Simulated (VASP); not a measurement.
Runs of VASP 6.6.1 on WSe2. It takes space group P6_3/mmc (No. 194, hexagonal). Conventional cell: a = 3.290 Å, b = 3.290 Å, c = 12.970 Å, α = 90.00°, β = 90.00°, γ = 120.00°. Around W (site symmetry -6m2) lie 6 Se at 2.53 Å. Se (site symmetry 3m) has 3 W at 2.53 Å as nearest neighbours. 

```tsv
task	cell	gap on the mesh (eV)	pressure (GPa)	largest force (eV/Å)
relaxation of shape and atoms at fixed volume	atoms relaxed at fixed volume from: a relaxed cell with its volume scaled by 0.94	(a)	0.7	-
relaxation of shape and atoms at fixed volume	atoms relaxed at fixed volume from: a relaxed cell with its volume scaled by 0.98	(b)	0.2	0.01
relaxation of shape and atoms at fixed volume	atoms relaxed at fixed volume from: a relaxed cell with its volume scaled by 0.96	1.37	0.4	-
relaxation of cell and atoms	relaxed	1.51	0.0	-
relaxation of shape and atoms at fixed volume	atoms relaxed at fixed volume from: a relaxed cell with its volume scaled by 1.02	1.58	0.0	0.01
relaxation of shape and atoms at fixed volume	atoms relaxed at fixed volume from: a relaxed cell with its volume scaled by 1.04	1.64	-0.1	-
relaxation of shape and atoms at fixed volume	atoms relaxed at fixed volume	1.51	0.0	-
relaxation of shape and atoms at fixed volume	atoms relaxed at fixed volume from: a relaxed cell with its volume scaled by 1.06	1.69	-0.2	-
```

Alike in all rows: level PBE; potentials or basis VASP PAW PBE potentials, release 64 (W, Se); no spin polarisation; k mesh 5 × 5 × 1; cutoff (eV) 300; smearing gaussian 0.03 eV; the mesh is coarse, so values aren't converged.

Task: Fill in the values left out.

Result: (a) 1.29; (b) 1.45.

Caveats: all runs use coarse meshes; spin-orbit coupling is left out, which moves the levels of the heavy elements; an odd mesh through Γ misses points on the zone boundary, where band edges often lie; this functional lacks dispersion, which binds the layers, so the pressure and a relaxed spacing across them are unreliable; the relaxation stopped at its first step, so nothing moved (some runs).

A k mesh can miss the band edges, and the runs leave out spin-orbit coupling on Se, W.
